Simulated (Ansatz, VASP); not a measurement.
## GaGe3: VASP beside Ansatz

```
Ge Ga
1.0
     4.27847    0.00000    0.00000
     0.00000    4.27847    0.00000
     0.00000    0.00000    4.27847
Ge Ga
3 1
Direct
  0.50000 0.50000 0.00000
  0.50000 0.00000 0.50000
  0.00000 0.50000 0.50000
  0.00000 0.00000 0.00000
```

The cell comes from a database or a generator and needn't be the stable form of this composition.

Alike in both runs: task single point; functional PBEsol; k mesh 6 × 6 × 6; occupations fermi-dirac, width 0.05 eV; no spin polarisation.

|  | VASP | Ansatz |
| --- | --- | --- |
| version | VASP 6.6.1 | Ansatz 0.2.0 |
| potentials or method | VASP PAW PBE potentials, release 64 (Ge_d, Ga_d) | Ansatz PAW |
| plane-wave cutoff (eV) | 520 | 420 |
| valence electrons in the cell | 55 | 55 |

```csv
,VASP,Ansatz,Ansatz less VASP
gap on the k mesh at the Fermi level (eV),none,none,-
pressure (GPa),-3.4,-3.4,-0.03
```

A gap of «none» marks a metal or a gap that the smearing closes. The functional is the same, so the differences come from potentials, cutoffs and numerics.

Caveats: the PAW data sets were made with another functional, which shifts forces and pressure a little (VASP); the PAW data sets come from PBE, with cores solved anew for the run's functional, which leaves a small shift of forces and pressure (Ansatz).
